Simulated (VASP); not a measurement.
## CsNi: single point with PBE

The system is CsNi.

```xyz
2
Lattice="-2.2202 2.2202 3.1025 2.2202 -2.2202 3.1025 2.2202 2.2202 -3.1025" Properties=species:S:1:pos:R:3 pbc="T T T"
Cs    0.0000    0.0000    3.1025
Ni    0.0000    0.0000    0.0000
```

The cell was built by a generator and needn't be a form met in nature.

| Quantity | Value |
| --- | --- |
| Program | VASP 6.6.1 |
| Task | single point |
| Functional | PBE |
| Potentials or basis | VASP PAW PBE potentials, release 64 (Cs_sv, Ni) |
| Cutoff | 520 eV |
| k mesh | 9 × 9 × 9 |
| Occupations | fermi-dirac, width 0.05 eV |
| Spin | collinear spin, ferromagnetic start |
| Starting moments | [0.0, 1.0] μB |
| Further INCAR settings | ALGO = Normal; EDIFF = 1e-07; NBANDS = 20 |

The pressure is 3.3 GPa and the band gap on the k mesh is none (metal or under the smearing width). The net moment is 0.64 μB per cell, the site moments are Cs +0.02; Ni +0.59 μB and the valence electrons inside the program's atomic spheres are Cs 6.57; Ni 9.06.

Stress tensor (GPa, compression positive):
```
3.20 0.00 0.00
0.00 3.20 0.00
0.00 0.00 3.47
```

Levels at points of the mesh, in eV from the Fermi level:
Spin up:
```csv
k point,band 7,band 8,band 9,band 10,band 11,band 12,band 13,band 14
"(0.00, 0.00, 0.00)",-1.28,-1.01,-1.01,-0.98,4.78,4.78,4.82,6.59
```
Spin down:
```tsv
k point	band 7	band 8	band 9	band 10	band 11	band 12
(0.00, 0.00, 0.00)	-0.71	-0.68	-0.52	-0.50	4.82	4.82
```

Run time: 2.7 min on 1 thread of Intel(R) Xeon(R) Platinum 8488C (Sapphire Rapids), with other jobs on the host, peak memory 0.34 GiB.

The run has no spin-orbit coupling, so splittings on Cs are missing.
